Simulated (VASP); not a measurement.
These are vdW-DF2, VASP's PBE PAW potentials (set 64) (plane waves; VASP) values and carry that method's errors.

Input for VASP

**KPOINTS**
```
Automatic mesh
0
Gamma
12 12 9
0 0 0
```

INCAR:
```
SYSTEM = FePt
PREC = Accurate; ENCUT = 520; LREAL = F
LASPH = T
EDIFF = 1E-6; NELM = 100; ALGO = Normal
LMAXMIX = 6
ISMEAR = 1; SIGMA = 0.1
GGA = ML; LUSE_VDW = T; AGGAC = 0.0
ZAB_VDW = -1.8867
MAGMOM = 3.0 0.0
ISPIN = 2
IBRION = 2; NSW = 60; ISIF = 3
EDIFFG = -0.01
LWAVE = F; LCHARG = F; LORBIT = 10
```

File POSCAR:
```
FePt
1
    2.7200000000     0.0000000000     0.0000000000
    0.0000000000     2.7200000000     0.0000000000
    0.0000000000     0.0000000000     3.7100000000
Fe Pt
1 1
Direct
  0.0000000000   0.0000000000   0.0000000000
  0.5000000000   0.5000000000   0.5000000000
```

POTCAR, in this order: Fe Pt (PBE.64 set). Program: vasp_std.

Output

**OSZICAR**
```
...
DAV:   5    -0.873797273958E+01   -0.91280E-03   -0.91278E-03 10963   0.884E-01    0.150E+01
DAV:   6    -0.896790585075E+01   -0.22993E+00   -0.77339E+00  8985   0.639E+01    0.161E+01
DAV:   7    -0.790652269003E+01    0.10614E+01   -0.50505E+00 10701   0.641E+01    0.823E+00
DAV:   8    -0.778789409166E+01    0.11863E+00   -0.32700E-01 11409   0.101E+01    0.396E+00
DAV:   9    -0.773179263566E+01    0.56101E-01   -0.13815E-01 12039   0.800E+00    0.151E+00
DAV:  10    -0.772929356540E+01    0.24991E-02   -0.19649E-02 13047   0.222E+00    0.589E-01
DAV:  11    -0.772907367759E+01    0.21989E-03   -0.41961E-03 12072   0.138E+00    0.215E-01
DAV:  12    -0.772901241925E+01    0.61258E-04   -0.26147E-04 12078   0.254E-01    0.733E-02
DAV:  13    -0.772903241377E+01   -0.19995E-04   -0.57922E-05 10635   0.857E-02    0.355E-02
DAV:  14    -0.772903249569E+01   -0.81918E-07   -0.16092E-05 11951   0.801E-02    0.727E-03
DAV:  15    -0.772903249930E+01   -0.36130E-08   -0.13988E-06  6028   0.179E-02
   1 F= -.77290325E+01 E0= -.77290470E+01  d E =-.772903E+01  mag=     3.1400
       N       E                     dE             d eps       ncg     rms          rms(c)
DAV:   1    -0.198625330116E+02   -0.12134E+02   -0.20863E+02  8415   0.201E+02    0.346E+01
DAV:   2    -0.867882929672E+01    0.11184E+02   -0.45558E+01  8709   0.933E+01    0.218E+01
DAV:   3    -0.972889422929E+01   -0.10501E+01   -0.14208E+01 10287   0.667E+01    0.274E+01
DAV:   4    -0.784124533787E+01    0.18876E+01   -0.68776E+00 10926   0.614E+01    0.110E+01
DAV:   5    -0.766840533976E+01    0.17284E+00   -0.47555E-01 10676   0.131E+01    0.745E+00
DAV:   6    -0.766696389931E+01    0.14414E-02   -0.79232E-01 11010   0.185E+01    0.431E+00
DAV:   7    -0.762446400700E+01    0.42500E-01   -0.15107E-01 11457   0.889E+00    0.134E+00
DAV:   8    -0.761952796355E+01    0.49360E-02   -0.23681E-02 12421   0.297E+00    0.261E-01
DAV:   9    -0.761995280785E+01   -0.42484E-03   -0.13878E-03 10242   0.442E-01    0.774E-02
DAV:  10    -0.762001446355E+01   -0.61656E-04   -0.39954E-05 11318   0.762E-02    0.536E-02
DAV:  11    -0.762004804375E+01   -0.33580E-04   -0.32382E-05  9520   0.805E-02    0.189E-02
DAV:  12    -0.762005407049E+01   -0.60267E-05   -0.38512E-06 10111   0.288E-02    0.624E-03
DAV:  13    -0.762005351981E+01    0.55068E-06   -0.24574E-07  4718   0.634E-03
   2 F= -.76200535E+01 E0= -.76198712E+01  d E =0.108979E+00  mag=     3.4908
       N       E                     dE             d eps       ncg     rms          rms(c)
DAV:   1    -0.120951459102E+02   -0.44751E+01   -0.67273E+01  8449   0.104E+02    0.166E+01
DAV:   2    -0.789574045819E+01    0.41994E+01   -0.12540E+01  9170   0.413E+01    0.900E+00
DAV:   3    -0.799028563095E+01   -0.94545E-01   -0.51711E-01 11317   0.150E+01    0.402E+00
DAV:   4    -0.798901371681E+01    0.12719E-02   -0.55134E-01 10523   0.205E+01    0.374E+00
DAV:   5    -0.791976592600E+01    0.69248E-01   -0.93645E-02 10810   0.731E+00    0.131E+00
DAV:   6    -0.791244045124E+01    0.73255E-02   -0.43520E-02 12214   0.350E+00    0.610E-01
DAV:   7    -0.791074940678E+01    0.16910E-02   -0.57714E-03 12292   0.162E+00    0.251E-01
DAV:   8    -0.791073833615E+01    0.11071E-04   -0.82222E-04 11996   0.520E-01    0.122E-01
DAV:   9    -0.791081662347E+01   -0.78287E-04   -0.11667E-04 10224   0.111E-01    0.421E-02
DAV:  10    -0.791080961755E+01    0.70059E-05   -0.32919E-05 11393   0.123E-01    0.147E-02
DAV:  11    -0.791080916786E+01    0.44968E-06   -0.46830E-06  9074   0.481E-02
   3 F= -.79108092E+01 E0= -.79104174E+01  d E =-.181777E+00  mag=     3.2706
       N       E                     dE             d eps       ncg     rms          rms(c)
DAV:   1    -0.791343234628E+01   -0.26227E-02   -0.39090E-02  8463   0.265E+00    0.357E-01
DAV:   2    -0.791105998380E+01    0.23724E-02   -0.68408E-03  9058   0.111E+00    0.223E-01
DAV:   3    -0.791112541432E+01   -0.65431E-04   -0.45557E-04 10437   0.501E-01    0.174E-01
DAV:   4    -0.791105459555E+01    0.70819E-04   -0.36242E-04 10842   0.491E-01    0.645E-02
DAV:   5    -0.791104182571E+01    0.12770E-04   -0.80473E-05 10281   0.231E-01    0.420E-02
DAV:   6    -0.791103883594E+01    0.29898E-05   -0.14162E-05 12374   0.644E-02    0.560E-03
DAV:   7    -0.791103816511E+01    0.67083E-06   -0.75746E-07  4957   0.145E-02
   4 F= -.79110382E+01 E0= -.79106716E+01  d E =-.182006E+00  mag=     3.2667
       N       E                     dE             d eps       ncg     rms          rms(c)
DAV:   1    -0.791177126785E+01   -0.73243E-03   -0.12769E-02  8477   0.152E+00    0.203E-01
DAV:   2    -0.791100305612E+01    0.76821E-03   -0.22197E-03  9065   0.634E-01    0.127E-01
DAV:   3    -0.791102145744E+01   -0.18401E-04   -0.14853E-04 10445   0.287E-01    0.992E-02
DAV:   4    -0.791099913166E+01    0.22326E-04   -0.11700E-04 10855   0.280E-01    0.366E-02
DAV:   5    -0.791099556659E+01    0.35651E-05   -0.26106E-05 10232   0.132E-01    0.243E-02
DAV:   6    -0.791099525880E+01    0.30779E-06   -0.46458E-06 10914   0.377E-02
   5 F= -.79109953E+01 E0= -.79106435E+01  d E =-.181963E+00  mag=     3.2645
       N       E                     dE             d eps       ncg     rms          rms(c)
DAV:   1    -0.791118729076E+01   -0.19172E-03   -0.84575E-03  9247   0.743E-01    0.800E-02
DAV:   2    -0.791118616836E+01    0.11224E-05   -0.49552E-04 11358   0.523E-01    0.124E-01
DAV:   3    -0.791108641096E+01    0.99757E-04   -0.31373E-04 10731   0.467E-01    0.409E-02
DAV:   4    -0.791106789284E+01    0.18518E-04   -0.32376E-05 11152   0.659E-02    0.166E-02
DAV:   5    -0.791106645534E+01    0.14375E-05   -0.21194E-06  7385   0.266E-02    0.491E-03
DAV:   6    -0.791106597418E+01    0.48116E-06   -0.38224E-07  4361   0.721E-03
   6 F= -.79110660E+01 E0= -.79107501E+01  d E =-.707154E-04  mag=     3.2615
       N       E                     dE             d eps       ncg     rms          rms(c)
DAV:   1    -0.791161329852E+01   -0.54684E-03   -0.37839E-02  9254   0.157E+00    0.168E-01
DAV:   2    -0.791159262446E+01    0.20674E-04   -0.21987E-03 11398   0.110E+00    0.256E-01
DAV:   3    -0.791116006946E+01    0.43256E-03   -0.13760E-03 10696   0.982E-01    0.862E-02
DAV:   4    -0.791107355151E+01    0.86518E-04   -0.14698E-04 11220   0.141E-01    0.353E-02
DAV:   5    -0.791106906156E+01    0.44899E-05   -0.10894E-05 11601   0.564E-02    0.104E-02
DAV:   6    -0.791106757915E+01    0.14824E-05   -0.61120E-07  4725   0.852E-03    0.538E-03
DAV:   7    -0.791106738351E+01    0.19563E-06   -0.26240E-07  4382   0.624E-03
   7 F= -.79110674E+01 E0= -.79108294E+01  d E =-.721247E-04  mag=     3.2556
       N       E                     dE             d eps       ncg     rms          rms(c)
DAV:   1    -0.791214258401E+01   -0.10750E-02   -0.17250E-02  8477   0.178E+00    0.235E-01
DAV:   2    -0.791111358808E+01    0.10290E-02   -0.29564E-03  8939   0.784E-01    0.154E-01
DAV:   3    -0.791118042471E+01   -0.66837E-04   -0.41526E-04 10375   0.504E-01    0.143E-01
DAV:   4    -0.791110308290E+01    0.77342E-04   -0.24349E-04 10768   0.406E-01    0.419E-02
DAV:   5    -0.791109821701E+01    0.48659E-05   -0.24634E-05 10089   0.123E-01    0.278E-02
DAV:   6    -0.791109398483E+01    0.42322E-05   -0.65124E-06 11821   0.419E-02    0.387E-03
DAV:   7    -0.791109450563E+01   -0.52081E-06   -0.33622E-07  4424   0.940E-03
   8 F= -.79110945E+01 E0= -.79108345E+01  d E =-.271221E-04  mag=     3.2583
       N       E                     dE             d eps       ncg     rms          rms(c)
DAV:   1    -0.791123282321E+01   -0.13884E-03   -0.21668E-03  8484   0.631E-01    0.838E-02
DAV:   2    -0.791110866783E+01    0.12416E-03   -0.37264E-04  8911   0.279E-01    0.547E-02
DAV:   3    -0.791111412161E+01   -0.54538E-05   -0.55543E-05 10390   0.185E-01    0.517E-02
DAV:   4    -0.791110448448E+01    0.96371E-05   -0.32154E-05 10768   0.147E-01    0.148E-02
DAV:   5    -0.791110458915E+01   -0.10467E-06   -0.29036E-06  6716   0.427E-02
   9 F= -.79111046E+01 E0= -.79108499E+01  d E =-.372056E-04  mag=     3.2573
```

File OUTCAR:
```
------------------------ aborting loop because EDIFF is reached ----------------------------------------
  FORCE on cell =-STRESS in cart. coord.  units (eV):
  Direction    XX          YY          ZZ          XY          YZ          ZX
  --------------------------------------------------------------------------------------
  Total        0.0005244      0.0005244     -0.0048521      0.0000000      0.0000000     -0.0000000
  in kB        0.0275910      0.0275910     -0.2553036      0.0000000      0.0000000     -0.0000000
  external PRESSURE =      -0.0667072 kB  Pullay stress =       0.0000000 kB
  volume of cell :       30.45
      direct lattice vectors                 reciprocal lattice vectors
     2.809649156 -0.000000000  0.000000000     0.355916324 -0.000000000  0.000000000
    -0.000000000  2.809649156  0.000000000    -0.000000000  0.355916324  0.000000000
    -0.000000000 -0.000000000  3.857273026    -0.000000000 -0.000000000  0.259250510
 POSITION                                       TOTAL-FORCE (eV/Angst)
 -----------------------------------------------------------------------------------
      0.00000      0.00000      0.00000         0.000000      0.000000      0.000000
      1.40482      1.40482      1.92864        -0.000000     -0.000000      0.000000
 -----------------------------------------------------------------------------------
    total drift:                               -0.000000      0.000000      0.000000
  FREE ENERGIE OF THE ION-ELECTRON SYSTEM (eV)
  ---------------------------------------------------
  free  energy   TOTEN  =        -7.9111045892 eV

  energy  without entropy=       -7.9103404214  energy(sigma->0) =       -7.91084987

 total charge

# of ion       s       p       d       tot
------------------------------------------
    1        0.377   0.361   6.154   6.892
    2        0.696   0.525   8.061   9.282
--------------------------------------------------
tot          1.073   0.886  14.215  16.174

 magnetization (x)

# of ion       s       p       d       tot
------------------------------------------
    1        0.005  -0.009   2.925   2.922
    2       -0.024  -0.061   0.429   0.344
--------------------------------------------------
tot         -0.019  -0.070   3.354   3.265

 reached required accuracy - stopping structural energy minimisation
```
(Selected blocks of OUTCAR.)

CONTCAR:
```
FePt
   1.00000000000000
     2.8096491559685424   -0.0000000000000000    0.0000000000000000
    -0.0000000000000000    2.8096491559685424    0.0000000000000000
    -0.0000000000000000   -0.0000000000000000    3.8572730260764021
  Fe              Pt
     1     1
Direct
     0.0000000000000000    0.0000000000000000    0.0000000000000000
     0.5000000000000000    0.5000000000000000    0.5000000000000000
```

Energy and stress use the plane-wave basis of the starting cell.

The compound is FePt in the L1_0 structure. This run relaxes it. Symmetry was kept, so distortions that lower it aren't found.
